LDA binds solids too tightly, and gradient corrections loosen them. It is therefore natural to suppose that the more strongly a functional's exchange energy responds to a weak density gradient, the larger the relaxed cell becomes. Titanium nitride, relaxed with six density functionals, puts this rule to the test.

Plane-wave DFT with VASP 6.6.1 and PAW potentials for TiN (Fm-3m, 2-atom primitive cell), without spin polarisation or dispersion correction. Cell and atoms were relaxed with a 600 eV cutoff, a 16 × 16 × 16 k mesh and Methfessel-Paxton smearing of 0.1 eV. Volume changes are relative to the start cell, whose primitive edge was 2.997 Å before relaxation. The lengths in the table are the primitive edges after relaxation, and all comparisons between functionals below use the relaxed cells.

```csv
functional,potentials,volume change (%),relaxed length a (Å)
LDA,"VASP-PAW-LDA-potentials,-recommended",-4.340,2.953
PBE,"VASP-PAW-PBE-potentials,-recommended",0.750,3.004
PBEsol,"VASP-PAW-PBE-potentials,-recommended",-2.260,2.974
RPBE,"VASP-PAW-PBE-potentials,-recommended",2.750,3.024
r2SCAN,"VASP-PAW-PBE-potentials,-recommended",0.150,2.998
AM05,"VASP-PAW-PBE-potentials,-recommended",-2.550,2.971
```

The volume change counts from a common start cell, and the three relaxed lengths are equal by symmetry. The cell grows in the order LDA, AM05, PBEsol, r2SCAN, PBE, RPBE, and the PBE volume exceeds the LDA volume by 5.3 %. The potentials also change between LDA and the other rows, which offers a second explanation. Yet the five rows that share the PBE potentials spread over 5.3 points of volume change, slightly more than separates LDA from PBE. The functional alone can thus produce an effect of this size, although the part played by the potentials in the LDA row remains untested. The rows are also a selection: runs that failed or met a known fault of the program, and some with graver warnings, are left out. The order and the spread therefore describe these six runs, not density functionals in general.

One pair of rows is enough to refute the weak-gradient rule. Gradients are measured by the reduced gradient $s$, the relative slope of the density $n$ compared with the local electron wavelength. Exchange is multiplied by an enhancement factor $F(s)$, which starts as $1+\mu s^2$. PBE and RPBE have the same $\mu$, the same correlation and the same potentials, so the rule gives them the same cell. The RPBE volume is nevertheless 2.0 % larger.

The two limits of $F$ show where this difference must arise. For $s\to0$ the PBE and RPBE curves coincide, and for very large $s$ both level off at the same ceiling. Only between these limits do they part, because RPBE climbs faster at first and PBE catches up later:

$$F_{\rm PBE}=1+\frac{\mu s^2}{1+\mu s^2/\kappa},\qquad F_{\rm RPBE}=1+\kappa\left(1-e^{-\mu s^2/\kappa}\right),$$

with $\mu\approx0.22$ and $\kappa\approx0.80$. PBEsol keeps the PBE form but lowers $\mu$ to about 0.12.

An $F$ that rises faster with $s$ expands the crystal because of what happens to the density when the atoms move apart. On the outer flank of an atom the density falls off roughly exponentially, so $|\nabla n|/n$ stays nearly constant while $s$ grows as $n^{-1/3}$. Expansion thins the density there and raises $s$. Exchange energy is negative, so a rising $F$ lowers the total energy and acts as an outward pressure. What counts is how much $F$ gains as $s$ rises, and not its curvature at $s=0$.

Correlation pulls the other way. Its gradient term raises the energy as $s$ grows, and in PBE it cancels the exchange term exactly in the limit of weak gradients. PBE then behaves like LDA, however large its $\mu$ may look. At larger $s$ the correlation term grows more slowly than exchange, and a net outward push remains. PBEsol weakens exchange more than correlation, so its net push can shrink by more than the ratio of the $\mu$ values suggests, depending on the range of $s$.

This argument gives a simple estimate. To first order, and if the change of potentials is neglected, the growth over LDA is the outward pressure divided by the bulk modulus, taken as equal for all functionals. Dividing by the growth found with PBE removes the unknown prefactor, so the PBE row sets the scale and only PBEsol and RPBE are predicted. Let $s$ rise from 0.6 to 1.0 at the mean density of the nine valence electrons, and call the PBE exchange gain 1. The RPBE gain is then 1.16, and correlation takes back about 0.48 from each:

$$\frac{1.16-0.48}{1-0.48}\approx1.3 .$$

RPBE should therefore grow by about $1.3\times5.3\,\%\approx7\,\%$ over LDA; the calculation gives 7.4 %.

The rival that keeps the whole exchange curve but ignores correlation does worse. In the same range of $s$ it gives PBEsol 0.65 of the PBE growth, whereas the table gives 0.41 and the model with correlation 0.40. Between $s=1.0$ and 1.4 correlation again improves both predictions, but PBEsol then comes out too high, at 0.59. The output below lists both ranges. They are plausible choices, not ranges taken from the computed density. The estimate also holds the density fixed while $s$ rises, although the thinning that raises $s$ changes the exchange and correlation energies as well. The close match for PBEsol may therefore be partly luck. The comparison is consistent with an opposing role of correlation, but it neither measures that role nor locates the region of the crystal that matters.

AM05 and r2SCAN are built differently and lie outside this estimate. r2SCAN, which also uses the kinetic-energy density, lands between PBEsol and PBE, so a more elaborate functional need not give a larger cell. Its volume change of only 0.15 % doesn't prove it the most accurate, because the data don't say whether the start cell was measured or computed, and the relaxation omits thermal expansion and zero-point motion.

For work on coatings, the practical consequence concerns strain. The relaxed length runs from 2.953 Å with LDA to 3.024 Å with RPBE, a difference of 2.4 % of the LDA value. A computed strain should therefore be measured from a cell relaxed with the same functional; otherwise the change of functional enters as a false strain.

The analysis program printed:

```
Relaxed volume measured from the LDA cell:
     row  growth over LDA in %  share of the PBE growth
     LDA                     0                        0
     PBE                 5.321                        1
  PBEsol                 2.174                   0.4086
    RPBE                 7.412                    1.393
  r2SCAN                 4.694                   0.8821
    AM05                 1.871                   0.3517
RPBE volume above PBE volume (%): 1.985
Spread of the five rows with PBE datasets (points of volume change): 5.3
PBE less LDA (points of volume change): 5.09
PBEsol less AM05 (points of volume change): 0.29
PBE less r2SCAN (points of volume change): 0.6
Electron-spacing radius rs used in the model (bohr): 1.508
Weak-gradient rule, PBEsol share of the PBE growth: 0.5626
Weak-gradient rule, RPBE share of the PBE growth: 1
Exchange alone, s 0.6 to 1.0, PBEsol share: 0.6462
Exchange alone, s 0.6 to 1.0, RPBE share: 1.163
Exchange alone, s 1.0 to 1.4, PBEsol share: 0.7326
Exchange alone, s 1.0 to 1.4, RPBE share: 1.308
Exchange and correlation, s 0.6 to 1.0, PBEsol share: 0.3992
Exchange and correlation, s 0.6 to 1.0, RPBE share: 1.316
Exchange and correlation, s 1.0 to 1.4, PBEsol share: 0.5894
Exchange and correlation, s 1.0 to 1.4, RPBE share: 1.426
```
